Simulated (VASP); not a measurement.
Level of theory: PBE GGA, VASP's PBE PAW potentials (set 64) (plane waves; VASP).

Input for VASP

### POSCAR
```
LiH
1.9917480
  0.0000000000   1.0000000000   1.0000000000
  1.0000000000   0.0000000000   1.0000000000
  1.0000000000   1.0000000000   0.0000000000
Li H
1 1
Cartesian
  0.0000000000   0.0000000000   0.0000000000
  1.0000000000   1.0000000000   1.0000000000
```

INCAR:
```
# general
SYSTEM=LiH
PREC  =Accurate
ENCUT =400
LREAL =F
LASPH =T

# electronic loop
EDIFF =1E-6
NELM  =100
ALGO  =Normal

# smearing
ISMEAR=0
SIGMA =0.01

# functional
GGA   =PE

# ions
ISIF  =2

# output
LWAVE =F
LCHARG=F
```

File KPOINTS:
```
kpoints
0
G
  11 11 11
0.5 0.5 0.5
```

POTCAR, in this order: Li_sv H (PBE.64 set). Program: vasp_std.

Task: What will the output report for the number of irreducible k-points (NKPTS), largest plane-wave count, number of space-group operations, FFT grid (NGX, NGY, NGZ)?

Result: 
number of irreducible k-points (NKPTS): 146
largest plane-wave count: 298
number of space-group operations: 48
FFT grid (NGX, NGY, NGZ): 18 × 18 × 18

The structure comes from a computed database's LiH entry; how it stands against other phases isn't given here. The cell was not relaxed at this level.
